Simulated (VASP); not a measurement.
Calculation: PBEsol GGA, VASP's PBE PAW potentials (set 64) (plane waves; VASP 6.6.1).

Input for VASP

KPOINTS:
```
k-points along high-symmetry lines
18
Line-mode
Reciprocal
  0.000000   0.000000   0.000000 ! GAMMA
  0.500000   0.500000  -0.500000 ! L

  0.500000   0.500000  -0.500000 ! L
  0.000000   1.000000  -0.500000 ! T

  0.000000   1.000000  -0.500000 ! T
 -0.625000   0.375000   0.437500 ! P_0

  0.375000   0.375000  -0.562500 ! P_2
  0.000000   0.000000   0.000000 ! GAMMA

  0.000000   0.000000   0.000000 ! GAMMA
  0.000000   0.500000   0.000000 ! F
```

**INCAR**
```
PREC = Accurate
SIGMA = 0.05
ENCUT = 400   # plane-wave cut-off (eV)
LMAXMIX = 6   # l cut-off of mixed one-centre charges
LREAL = .False.
SYSTEM = Mo3Ta
LCHARG = .False.
LORBIT = 11   # lm-projected
ISMEAR = 0   # Gaussian
ICHARG = 11   # fixed density
EDIFF = 1E-7   # SCF stop (eV)
ALGO = Normal   # blocked Davidson
LWAVE = .False.
NELM = 100
LASPH = .True.   # aspherical one-centre terms
GGA = PS   # PBEsol
```

File POSCAR:
```
Mo3Ta
1
   -3.1648208944     3.1440904060     3.1648208944
    3.1440904060    -3.1648208944     3.1648208944
    1.5927756914     1.5927756914    -1.5927756914
Ta Mo
1 3
Direct
  0.0000000000   0.0000000000   0.0000000000
  0.0000000000   0.5000000000   0.0000000000
  0.5000000000   0.0000000000   0.0000000000
  0.5000000000   0.5000000000   0.0000000000
```

POTCAR, in this order: Ta_pv Mo_sv (PBE.64 set). Program: vasp_std. Read from the step before: CHGCAR.

Output of the run:

**OSZICAR**
```
       N       E                     dE             d eps       ncg     rms          rms(c)
DAV:   1     0.550641281238E+03    0.55064E+03   -0.28948E+04  5740   0.148E+03
DAV:   2    -0.264223116663E+02   -0.57706E+03   -0.56838E+03  6169   0.506E+02
DAV:   3    -0.491870698576E+02   -0.22765E+02   -0.22256E+02  7519   0.877E+01
DAV:   4    -0.495594830134E+02   -0.37241E+00   -0.35413E+00  6792   0.980E+00
DAV:   5    -0.495722696733E+02   -0.12787E-01   -0.12742E-01  7493   0.132E+00
DAV:   6    -0.495725869686E+02   -0.31730E-03   -0.31715E-03  7024   0.166E-01
DAV:   7    -0.495725958136E+02   -0.88450E-05   -0.88433E-05  7593   0.236E-02
DAV:   8    -0.495725960432E+02   -0.22961E-06   -0.22941E-06  6327   0.331E-03
DAV:   9    -0.495725960530E+02   -0.98280E-08   -0.94829E-08  4880   0.646E-04
   1 F= -.49572596E+02 E0= -.49571361E+02  d E =-.247011E-02
```

File OUTCAR:
```
 val. band max:       11.2564190056   @ k =   0.4118   0.5882  -0.5000

 cond. band min:      11.2857887575   @ k =   0.2059   0.2059  -0.2059



 k-point     1 :       0.0000    0.0000    0.0000
  band No.  band energies     occupation
      1     -50.1089      2.00000
      2     -49.9140      2.00000
      3     -49.9140      2.00000
      4     -24.8814      2.00000
      5     -24.6953      2.00000
      6     -24.6953      2.00000
      7     -23.8456      2.00000
      8     -23.8382      2.00000
      9     -23.8382      2.00000
     10     -23.5306      2.00000
     11     -23.5228      2.00000
     12     -23.5228      2.00000
     13     -22.8269      2.00000
     14     -22.8269      2.00000
     15     -22.5134      2.00000
     16       3.1815      2.00000
     17       5.4510      2.00000
     18       5.6969      2.00000
     19       5.6969      2.00000
     20       7.6809      2.00000
     21       7.6809      2.00000
     22       7.9260      2.00000
     23       9.8426      2.00000
     24       9.8426      2.00000
     25      10.0871      2.00000
     26      12.5181      0.00000
     27      12.6055      0.00000
     28      12.6059      0.00000
     29      12.6293      0.00000
     30      12.6300      0.00000
     31      12.7020      0.00000

 k-point     2 :       0.0294    0.0294   -0.0294
  band No.  band energies     occupation
      1     -50.1076      2.00000
      2     -49.9134      2.00000
      3     -49.9133      2.00000
      4     -24.8781      2.00000
      5     -24.6921      2.00000
      6     -24.6920      2.00000
      7     -23.8473      2.00000
      8     -23.8432      2.00000
      9     -23.8423      2.00000
     10     -23.5380      2.00000
     11     -23.5265      2.00000
     12     -23.5259      2.00000
     13     -22.8285      2.00000
     14     -22.8276      2.00000
     15     -22.5235      2.00000
     16       3.2120      2.00000
     17       5.4765      2.00000
     18       5.7202      2.00000
...
```

The density is held fixed in this step, so its total energy and stress have no physical meaning. Unless said otherwise, spin-orbit coupling is left out, though it shifts the bands of the heavy elements here.

The structure was generated: Mo3Ta was put into an ordered model structure (R-3m), which need not be its known phase. It was relaxed first. The electron count is odd and the run is not spin-polarised, which forces a metal.
